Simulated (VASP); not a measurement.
A run of VASP 6.6.1:

The input INCAR:

```
SYSTEM = VB4Os
ALGO = Normal
AMIX = 0.2
AMIX_MAG = 0.8
BMIX = 1E-4
BMIX_MAG = 1E-4
EDIFF = 1E-6
ENCUT = 600
GGA = PS
GGA_COMPAT = .FALSE.
ISIF = 2
ISMEAR = -1
ISYM = -1
I_CONSTRAINED_M = 1
LAMBDA = 5
LASPH = .FALSE.
LCHARG = .FALSE.
LDAU = .TRUE.
LDAUJ = 0.9 0.9 0
LDAUL = 2 2 -1
LDAUPRINT = 1
LDAUTYPE = 1
LDAUU = 7 3 0
LMAXMIX = 4
LORBIT = 10
LORBMOM = .TRUE.
LREAL = .FALSE.
LSORBIT = .TRUE.
LWAVE = .FALSE.
MAGMOM = 0 0 1 0 0 -1 0 0 0 0 0 0 0 0 0 0 0 0
M_CONSTR = 0 0 1 0 0 -1 0 0 0 0 0 0 0 0 0 0 0 0
NELM = 100
PREC = Accurate
RWIGS = 1.44 1.50 0.84
SIGMA = 0.1
```

The input KPOINTS:

```
k-points
0
G
  8 8 3
  0 0 0
```

The input POSCAR:

```
VB4Os
1.0
    2.7986120808      0.0000000000      0.0000000000
   -1.3993060404      2.4236691573      0.0000000000
    0.0000000000      0.0000000000      7.2493901969
Os V B
1 1 4
Direct
    0.3333333333      0.6666666667      0.5000000000
    0.0000000000      0.0000000000      0.0000000000
    0.0000000000      0.0000000000      0.2905160000
    0.3333333333      0.6666666667      0.2030770000
    0.3333333333      0.6666666667      0.7969230000
    0.0000000000      0.0000000000      0.7094840000
```

Potentials or basis: VASP PAW PBE potentials, release 64 (Os_sv_GW, V_sv_GW, B_GW).

Launch:

```sh
$ cat potpaw_PBE.64/Os_sv_GW/POTCAR potpaw_PBE.64/V_sv_GW/POTCAR potpaw_PBE.64/B_GW/POTCAR > POTCAR
$ mpirun -np 1 vasp_ncl > vasp.out
```

Hardware: 1 thread of Intel(R) Xeon(R) 6975P-C (Granite Rapids), with other jobs on the host.

Question: How long does it take, and how much memory?

Answer: Run time: 23 min on 1 thread of Intel(R) Xeon(R) 6975P-C (Granite Rapids) (shared host), peak memory 0.99 GiB. Counts: scf iterations 25, k points 192.
